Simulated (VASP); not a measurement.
TiC3:

```xyz
16
Lattice="4.7300 0.0000 0.0000 0.0000 4.2600 0.0000 0.0000 0.0000 8.9510" Properties=species:S:1:pos:R:3 pbc="T T T"
Ti    1.1825    0.0000    7.9585
Ti    1.1825    2.1300    0.9985
Ti    3.5475    0.0000    0.9925
Ti    3.5475    2.1300    7.9525
C     2.3650    0.7020    4.4755
C     1.1825    1.4240    4.4155
C     0.0000    0.7020    4.4755
C     3.5475    1.4240    4.5355
C     2.3650    3.5580    4.4755
C     1.1825    2.8360    4.4155
C     3.5475    2.8360    4.5355
C     0.0000    3.5580    4.4755
C     1.1825    2.1300    7.9045
C     1.1825    0.0000    1.0415
C     3.5475    2.1300    1.0465
C     3.5475    0.0000    7.9095
```

The cell was built by a generator and needn't be a form met in nature.

* Program: VASP 6.6.1
* Task: relaxation of cell and atoms
* Functional: PBE
* Potentials or basis: VASP PAW PBE potentials, release 64 (Ti_sv, C)
* Cutoff: 520 eV
* k mesh: 6 × 8 × 4
* Occupations: gaussian, width 0.1 eV
* Spin: no spin polarisation

At the start: pressure 0.4 GPa; volume 11.27 Å³/atom.

How do energy, volume and symmetry change on relaxing?

Over 34 steps the energy falls by 5.4 meV/atom and the volume is 12.33 Å³/atom (+9.3 %); space group Pmma (No. 51, to 0.05 Å).

Step by step:
```tsv
step	energy change (eV)	largest force (eV/Å)	pressure (GPa)	volume (Å³)
1	0.0000	0.2180	0.37	180.36
2	0.0048	0.7953	0.21	181.04
3	-0.0043	0.2032	0.29	180.63
4	-0.0125	0.2624	0.17	181.32
5	-0.0160	0.5380	0.04	182.11
6	-0.0188	0.4783	0.06	182.30
7	-0.0256	0.3015	0.10	182.86
8	-0.0323	0.1788	0.14	183.99
9	-0.0326	0.1872	0.17	184.27
10	-0.0359	0.1771	0.25	184.57
11	-0.0438	0.1712	0.47	185.46
12	-0.0508	0.1648	0.95	187.25
13	-0.0584	0.1029	0.43	188.57
14	-0.0646	0.1977	-0.62	191.37
15	-0.0701	0.1803	-0.37	192.53
16	-0.0702	0.2218	-0.33	192.74
17	-0.0730	0.1454	0.49	193.45
18	-0.0735	0.1178	0.23	193.25
19	-0.0761	0.1064	0.26	193.67
20	-0.0811	0.1548	0.31	194.91
21	-0.0794	0.4748	0.39	197.39
22	-0.0824	0.2779	0.34	195.88
23	-0.0837	0.1939	0.28	196.19
24	-0.0852	0.0570	0.08	197.12
25	-0.0853	0.0568	0.08	197.03
26	-0.0852	0.0592	0.13	196.86
27	-0.0853	0.0574	0.13	196.98
28	-0.0853	0.0570	0.11	197.01
29	-0.0854	0.0489	0.07	197.06
30	-0.0855	0.0432	0.02	197.13
31	-0.0855	0.0345	-0.02	197.16
32	-0.0856	0.0175	-0.06	197.23
33	-0.0856	0.0155	-0.07	197.24
34	-0.0856	0.0082	-0.05	197.22
```

Final structure:
```xyz
16
Lattice="4.7298 0.0000 0.0000 0.0000 4.2652 0.0000 0.0000 0.0000 9.7758" Properties=species:S:1:pos:R:3 pbc="T T T"
Ti    1.1825    0.0000    8.7852
Ti    1.1825    2.1326    0.9930
Ti    3.5474    0.0000    0.9906
Ti    3.5474    2.1326    8.7827
C     2.3649    0.7058    4.8879
C     1.1825    1.4267    4.8755
C     0.0000    0.7058    4.8879
C     3.5474    1.4267    4.9003
C     2.3649    3.5594    4.8879
C     1.1825    2.8385    4.8755
C     3.5474    2.8385    4.9003
C     0.0000    3.5594    4.8879
C     1.1825    2.1326    8.7368
C     1.1825    0.0000    1.0380
C     3.5474    2.1326    1.0390
C     3.5474    0.0000    8.7378
```

Caveat: this functional lacks dispersion, which binds the layers, so the pressure and a relaxed spacing across them are unreliable.
